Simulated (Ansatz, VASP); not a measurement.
NbCd3: VASP beside Ansatz

```xyz
4
Lattice="4.3198 0.0000 0.0000 0.0000 4.3198 0.0000 0.0000 0.0000 4.3198" Properties=species:S:1:pos:R:3 pbc="T T T"
Nb    0.0000    0.0000    0.0000
Cd    2.1599    2.1599    0.0000
Cd    2.1599    0.0000    2.1599
Cd    0.0000    2.1599    2.1599
```

Alike in both runs: task electric field gradients; functional PBEsol; k mesh 9 × 9 × 9; occupations fermi-dirac, width 0.03 eV; no spin polarisation.

|  | VASP | Ansatz |
| --- | --- | --- |
| version | VASP 6.6.1 | Ansatz 0.2.0 |
| potentials or method | VASP PAW PBE potentials, release 64 (Nb_sv, Cd), cutoff 520 eV | all-electron PAW with datasets made for the crystal, scalar-relativistic |

Ansatz gave:

| Item | Value |
| --- | --- |
| pressure (GPa) | -5.9 |
| Vzz of the field gradient on the site that differs most (V/Å²) | 107.7 |

Problem. Which values does VASP return?

Solution. Pressure (GPa): -5.6; Vzz of the field gradient on the site that differs most (V/Å²): 100.7.

Ansatz ran all-electron here, so the differences hold the error of VASP's frozen core and of both bases. Ansatz warned: «gradients_without_spin_orbit».

Caveats: the PAW data sets were made with another functional, which shifts forces and pressure a little (VASP).
